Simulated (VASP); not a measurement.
Crystal: Mg2CdS3.

```xyz
6
Lattice="-2.1746 2.1746 5.5130 2.1746 -2.1746 5.5130 2.1746 2.1746 -5.5130" Properties=species:S:1:pos:R:3 pbc="T T T"
Mg    0.0000    0.0000    7.6157
Mg    0.0000    0.0000    3.4102
Cd    0.0000    0.0000    0.0000
S     0.0000    2.1746    2.7565
S     0.0000    0.0000    5.5130
S     2.1746    0.0000    2.7565
```

The cell was built by a generator and needn't be a form met in nature.

```yaml
Program: VASP 6.6.1
Task: relaxation of cell and atoms
Functional: PBE
Potentials_or_basis: VASP PAW PBE potentials, release 64 (Mg, Cd, S)
Cutoff: 520 eV
k_mesh: 5 × 5 × 5
Occupations: gaussian, width 0.15 eV
Spin: no spin polarisation
```

At the start: pressure 26.8 GPa; volume 17.38 Å³/atom.

**Question.** How do energy, volume and symmetry change on relaxing?

**Answer.** Over 12 steps the energy falls by 457.0 meV/atom and the volume is 23.90 Å³/atom (+37.5 %); space group I4/mmm (No. 139, to 0.05 Å).

The path:
| step | energy change (eV) | largest force (eV/Å) | pressure (GPa) | volume (Å³) |
| --- | --- | --- | --- | --- |
| 1 | 0.0000 | 1.6188 | 26.77 | 104.28 |
| 2 | -2.3078 | 0.5148 | -3.64 | 154.39 |
| 3 | -2.4691 | 0.4069 | 0.25 | 139.54 |
| 4 | -2.4706 | 0.4269 | -0.31 | 141.03 |
| 5 | -2.5321 | 0.4940 | 0.05 | 140.98 |
| 6 | -2.6159 | 0.7078 | 1.16 | 140.49 |
| 7 | -2.6620 | 0.5834 | 0.47 | 142.61 |
| 8 | -2.7062 | 0.2238 | -1.46 | 148.13 |
| 9 | -2.7070 | 0.2830 | -1.14 | 147.26 |
| 10 | -2.7318 | 0.1476 | -0.79 | 145.45 |
| 11 | -2.7405 | 0.1108 | -0.10 | 142.77 |
| 12 | -2.7418 | 0.0437 | -0.05 | 143.38 |

Final structure:
```
CELL_PARAMETERS angstrom
-2.27096 2.27096 6.95045
2.27096 -2.27096 6.95045
2.27096 2.27096 -6.95045
ATOMIC_POSITIONS crystal
Mg 0.67699 0.67699 0.00000
Mg 0.32301 0.32301 0.00000
Cd 0.00000 0.00000 0.00000
S 0.75000 0.25000 0.50000
S 0.50000 0.50000 0.00000
S 0.25000 0.75000 0.50000
```

Caveat: the k mesh is coarse (spacing up to 0.41 Å⁻¹), so the values aren't converged; the volume moved by over 15 % at a fixed basis, so the end points are rough.
